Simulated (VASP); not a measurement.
Computed with r2SCAN meta-GGA, VASP's PBE PAW potentials (set 64) (plane waves; VASP).

VASP input:

File KPOINTS:
```
Automatic mesh
0
Gamma
15 15 8
0 0 0
```

KPOINTS_OPT:
```
k-points along high-symmetry lines
6
Line-mode
Reciprocal
  0.000000   0.000000   0.000000 ! GAMMA
  0.000000   0.500000   0.000000 ! M

  0.000000   0.500000   0.000000 ! M
 -0.333333   0.666667   0.000000 ! K

 -0.333333   0.666667   0.000000 ! K
  0.000000   0.000000   0.000000 ! GAMMA

  0.000000   0.000000   0.000000 ! GAMMA
  0.000000   0.000000   0.500000 ! A

  0.000000   0.000000   0.500000 ! A
  0.000000   0.500000   0.500000 ! L

  0.000000   0.500000   0.500000 ! L
 -0.333333   0.666667   0.500000 ! H

 -0.333333   0.666667   0.500000 ! H
  0.000000   0.000000   0.500000 ! A

  0.000000   0.500000   0.500000 ! L
  0.000000   0.500000   0.000000 ! M

 -0.333333   0.666667   0.500000 ! H
 -0.333333   0.666667   0.000000 ! K
```

POSCAR:
```
Hf
10.0826020
  0.1582895195  -0.2741654863   0.0000000000
  0.1582895195   0.2741654863   0.0000000000
  0.0000000000   0.0000000000   0.4999999806
Hf
2
direct
  0.3333330000   0.6666670000   0.2500000000
  0.6666670000   0.3333330000   0.7500000000
```

### INCAR
```
# general
SYSTEM   =  Hf
PREC     =  Accurate
ENCUT    =  400
LREAL    =  .FALSE.
LASPH    =  .TRUE.

# electronic loop
EDIFF    =  1E-7
NELM     =  100
ALGO     =  Normal
LMAXMIX  =  6
LMIXTAU  =  .TRUE.

# smearing
ISMEAR   =  -5

# functional
METAGGA  =  R2SCAN

# ions
ISIF     =  2

# output
LWAVE    =  .FALSE.
LCHARG   =  .FALSE.
LORBIT   =  11
NEDOS    =  601
```

POTCAR, in this order: Hf_pv (PBE.64 set). Program: vasp_std.

Output

OSZICAR:
```
       N       E                     dE             d eps       ncg     rms          rms(c)
DAV:   1    -0.322343662580E+02   -0.32234E+02   -0.10689E+04  3852   0.116E+03
DAV:   2    -0.939890843214E+02   -0.61755E+02   -0.60759E+02  4728   0.247E+02
DAV:   3    -0.959647148255E+02   -0.19756E+01   -0.19525E+01  5096   0.302E+01
DAV:   4    -0.959847975394E+02   -0.20083E-01   -0.20039E-01  4460   0.382E+00
DAV:   5    -0.959851113444E+02   -0.31381E-03   -0.31420E-03  5210   0.390E-01    0.717E+01
DAV:   6    -0.908795105994E+02    0.51056E+01   -0.87022E-01  3882   0.929E+00    0.408E+01
DAV:   7    -0.883145676641E+02    0.25649E+01   -0.21193E+00  4086   0.111E+01    0.594E+00
DAV:   8    -0.912381851126E+02   -0.29236E+01   -0.15166E+00  3978   0.920E+00    0.117E+01
DAV:   9    -0.903446295012E+02    0.89356E+00   -0.29123E-01  3834   0.633E+00    0.273E+00
DAV:  10    -0.906014378973E+02   -0.25681E+00   -0.20958E-01  3822   0.544E+00    0.340E+00
DAV:  11    -0.902869323260E+02    0.31451E+00   -0.11491E-01  3810   0.398E+00    0.107E+00
DAV:  12    -0.902939671865E+02   -0.70349E-02   -0.53078E-03  4902   0.717E-01    0.530E-01
DAV:  13    -0.903039644807E+02   -0.99973E-02   -0.16823E-02  3882   0.140E+00    0.302E-01
DAV:  14    -0.903034581787E+02    0.50630E-03   -0.29878E-04  5036   0.163E-01    0.270E-01
DAV:  15    -0.903033601067E+02    0.98072E-04   -0.69988E-05  4128   0.731E-02    0.203E-01
DAV:  16    -0.903035115872E+02   -0.15148E-03   -0.31539E-04  3984   0.196E-01    0.743E-02
DAV:  17    -0.903034875788E+02    0.24008E-04   -0.15001E-04  4068   0.826E-02    0.778E-02
DAV:  18    -0.903034460895E+02    0.41489E-04   -0.61871E-06  4884   0.212E-02    0.505E-02
DAV:  19    -0.903034754466E+02   -0.29357E-04   -0.26794E-05  4068   0.472E-02    0.656E-02
DAV:  20    -0.903034698108E+02    0.56358E-05   -0.57380E-06  4272   0.200E-02    0.253E-02
DAV:  21    -0.903034670432E+02    0.27676E-05   -0.20719E-06  4020   0.142E-02    0.270E-02
DAV:  22    -0.903034671425E+02   -0.99355E-07   -0.44808E-07  4236   0.576E-03
   1 F= -.90303467E+02 E0= -.90303467E+02  d E =0.000000E+00
       N       E                     dE             ncg
```

### OUTCAR
```
------------------------ aborting loop because EDIFF is reached ----------------------------------------
  FORCE on cell =-STRESS in cart. coord.  units (eV):
  Direction    XX          YY          ZZ          XY          YZ          ZX
  --------------------------------------------------------------------------------------
  Total       -0.0237259     -0.0237259     -0.0623808     -0.0000000      0.0000000      0.0000000
  in kB       -0.8545765     -0.8545765     -2.2468749     -0.0000000      0.0000000      0.0000000
  external PRESSURE =      -1.3186760 kB  Pullay stress =       0.0000000 kB
  volume of cell :       44.48
      direct lattice vectors                 reciprocal lattice vectors
     1.595970226 -2.764301480  0.000000000     0.313289053 -0.180877521  0.000000000
     1.595970226  2.764301480  0.000000000     0.313289053  0.180877521  0.000000000
     0.000000000  0.000000000  5.041300804     0.000000000  0.000000000  0.198361502
 POSITION                                       TOTAL-FORCE (eV/Angst)
 -----------------------------------------------------------------------------------
      1.59597      0.92144      1.26033         0.000000      0.000000      0.000000
      1.59597     -0.92144      3.78098        -0.000000     -0.000000      0.000000
 -----------------------------------------------------------------------------------
    total drift:                                0.000005      0.000184     -0.000015
  FREE ENERGIE OF THE ION-ELECTRON SYSTEM (eV)
  ---------------------------------------------------
  free  energy   TOTEN  =       -90.3034671425 eV

  energy  without entropy=      -90.3034671425  energy(sigma->0) =      -90.30346714

 total charge

# of ion       s       p       d       tot
------------------------------------------
    1        0.403   6.425   1.521   8.349
    2        0.403   6.425   1.521   8.349
--------------------------------------------------
tot          0.807  12.850   3.041  16.698
```
(Selected blocks of OUTCAR.)

For a metal the tetrahedron method with Blöchl corrections gives inexact stress and forces.

The compound is Hf in the hcp structure. It was relaxed first.
